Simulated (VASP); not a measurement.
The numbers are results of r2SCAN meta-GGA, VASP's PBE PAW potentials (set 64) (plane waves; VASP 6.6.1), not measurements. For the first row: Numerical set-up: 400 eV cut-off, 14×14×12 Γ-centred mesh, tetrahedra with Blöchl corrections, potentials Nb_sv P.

| system | energy (eV/atom) |
|---|---|
| NbP (relaxed from the WC structure, space group P-6m2) | -18.0059 |
| Nb (bcc) | -24.8458 |
| P (black) | -8.9796 |

The references are the elements' solids at the same level; no temperature or zero-point terms are added.

**Question.** What is the formation energy per atom of NbP?

**Answer.** The references average (1×(-24.8458) + 1×(-8.9796))/2 = -16.9127 eV, so the formation energy is -18.0059 − (-16.9127) = -1.093 eV/atom.
